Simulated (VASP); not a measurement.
Runs of VASP 6.6.1 on BeCr3. It takes space group Pm-3m (No. 221, cubic). The conventional cell has a = 3.511 Å, b = 3.511 Å, c = 3.511 Å, α = 90.00°, β = 90.00°, γ = 90.00°. Around Cr (site symmetry 4/mmm) lie 8 Cr at 2.48 Å and 4 Be at 2.48 Å. Be (site symmetry m-3m) is surrounded by 12 Cr at 2.48 Å. The cell comes from a database or a generator and needn't be the stable form of this composition.

| U | pressure (GPa) | moment (μB) | relaxed volume (Å³/atom) |
| --- | --- | --- | --- |
| Cr d U = 8 eV | 0.2 | (b) | 17.44 |
| Cr d U = 4 eV | 0.1 | 13.54 | 16.72 |
| Cr d U = 6 eV | -0.1 | 13.98 | 17.18 |
| Cr d U = 3 eV | 0.0 | 12.15 | (a) |
| Cr d U = 5 eV | 0.2 | 13.84 | 16.95 |

Alike in all rows: task relaxation of cell and atoms; level PBEsol+U; potentials or basis VASP PAW PBE potentials, release 64 (Cr_pv, Be); spin collinear, ferromagnetic start; cell relaxed; k mesh 6 × 6 × 6; cutoff (eV) 600; smearing fermi-dirac 0.05 eV.

Problem. Fill in the values left out.

Solution. (a) 15.48; (b) 14.30.

Caveats: the electronic state changed during the relaxation; the volume moved by over 15 % at a fixed basis, so the end points are rough; the PAW data sets were made with another functional, which shifts forces and pressure a little; the U is typed as a test and isn't derived for this compound.
